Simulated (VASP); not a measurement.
Data:

```yaml
crystal:
  lattice:
    - [4.47710, 0.00000, 0.00000]
    - [-2.23855, 3.87729, 0.00000]
    - [0.00000, 0.00000, 7.67364]
  atoms:
    - { symbol: Ba, position: [0.00000, 0.00000, 0.00000] }
    - { symbol: Mg, position: [0.66667, 0.33333, 0.37645] }
    - { symbol: Mg, position: [0.33333, 0.66667, 0.62355] }
    - { symbol: As, position: [0.66667, 0.33333, 0.72890] }
    - { symbol: As, position: [0.33333, 0.66667, 0.27110] }
```

All values below come from PBEsol GGA, VASP's PBE PAW potentials (set 64) (plane waves; VASP). Run with 480 eV cut-off, 6×6×4 Γ-centred mesh, Gaussian smearing of 0.050 eV, potentials Ba_sv Mg As.

Unless said otherwise, spin-orbit coupling is left out, though it shifts the bands of the heavy elements here.

### Question
Predict the energy per atom (σ→0), band gap (on the k-mesh) with the smallest direct gap where there is one.

### Answer

```yaml
band gap (on the k-mesh): 0.98 eV
smallest direct gap (on the k-mesh): 1.39 eV
energy per atom (σ→0): -4.101 eV/atom
```

Total energies compare only between runs with the same potentials, cut-off and functional.

The structure comes from a computed database's BaMg2As2 entry (P-3m1); how it stands against other phases isn't given here. It was relaxed first.
